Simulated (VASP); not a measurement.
Level of theory: PBEsol GGA, VASP's PBE PAW potentials (set 64) (plane waves; VASP).

VASP ran on this input.

**KPOINTS**
```
Regular mesh
0
G
 11 11 6
```

**INCAR**
```
# general
SYSTEM  = Tb
PREC    = Accurate
ENCUT   = 400
LREAL   = F
LASPH   = T

# electronic loop
EDIFF   = 1E-6
NELM    = 100
ALGO    = Normal
LMAXMIX = 6

# smearing
ISMEAR  = 1
SIGMA   = 0.1

# functional
GGA     = PS

# ions
IBRION  = 2
NSW     = 60
ISIF    = 3
EDIFFG  = -0.01

# output
LWAVE   = F
LCHARG  = F
```

**POSCAR**
```
Tb
1.0
  1.8000000000  -3.1176910000   0.0000000000
  1.8000000000   3.1176910000   0.0000000000
  0.0000000000   0.0000000000   5.6900000000
Tb
2
Cart
  1.8000000000   1.0392324118   1.4225000000
  1.8000000000  -1.0392324118   4.2675000000
```

POTCAR, in this order: Tb_3 (PBE.64 set). Program: vasp_std.

The 4f electrons are frozen in the core of the lanthanide potential, so 4f levels, which can set the real gap, and their magnetism are missing. Energy and stress use the plane-wave basis of the starting cell.

Problem. Predict the energy per atom (σ→0), volume per atom, band gap (on the k-mesh).

Solution. 
```json
{
 "energy per atom (σ→0)": "-4.994 eV/atom",
 "band gap (on the k-mesh)": "none (metal, semimetal or under 0.01 eV)",
 "volume_per_atom": "30.54 Å³/atom"
}
```

OSZICAR:
```
...
   5 F= -.99870692E+01 E0= -.99870456E+01  d E =-.105927E-03
       N       E                     dE             d eps       ncg     rms          rms(c)
DAV:   1    -0.998760924222E+01   -0.53992E-03   -0.24627E-02  1674   0.116E+00    0.102E-01
DAV:   2    -0.998726897294E+01    0.34027E-03   -0.43793E-04  1919   0.181E-01    0.614E-02
DAV:   3    -0.998712193604E+01    0.14704E-03   -0.18334E-04  2045   0.106E-01    0.306E-02
DAV:   4    -0.998712005433E+01    0.18817E-05   -0.30607E-05  2118   0.415E-02    0.153E-02
DAV:   5    -0.998711986777E+01    0.18657E-06   -0.62770E-07   887   0.658E-03
   6 F= -.99871199E+01 E0= -.99871223E+01  d E =-.156611E-03
```

The compound is Tb in the hcp structure. This run relaxes it. Symmetry was kept, so distortions that lower it aren't found.
